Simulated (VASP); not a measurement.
Given:

```
CELL_PARAMETERS angstrom
      1.23401    -2.13736     0.00000
      1.23401     2.13736     0.00000
      0.00000     0.00000     6.52964
ATOMIC_POSITIONS crystal
  C  0.00000 0.00000 0.25000
  C  0.00000 0.00000 0.75000
  C  0.33333 0.66667 0.25000
  C  0.66667 0.33333 0.75000
```

Computed with vdW-DF-cx, VASP's PBE PAW potentials (set 64) (plane waves; VASP). Numerical set-up: 520 eV cut-off, Gaussian smearing of 0.050 eV, potentials C.

**Question.** Give the energies of bands 3 to 10 at the high-symmetry points, in eV from the Fermi level.

**Answer.** 
| band | Γ | M | K | A | L | H |
|---|---|---|---|---|---|---|
| 3 | -8.65 | -13.19 | -12.50 | -7.62 | -13.16 | -12.50 |
| 4 | -6.34 | -13.09 | -12.38 | -7.62 | -13.16 | -12.50 |
| 5 | -3.00 | -6.39 | -10.49 | -2.99 | -6.35 | -10.49 |
| 6 | -3.00 | -6.32 | -10.49 | -2.99 | -6.35 | -10.49 |
| 7 | -2.98 | -2.84 | -0.75 | -2.99 | -2.34 | 0.00 |
| 8 | -2.98 | -2.03 | -0.02 | -2.99 | -2.34 | 0.00 |
| 9 | 4.35 | 1.52 | -0.02 | 7.25 | 1.63 | 0.03 |
| 10 | 8.33 | 2.28 | 0.88 | 7.25 | 1.63 | 0.03 |

It has no gap at this level: it comes out as a metal or semimetal.

The compound is C in the graphite structure. It was relaxed first.
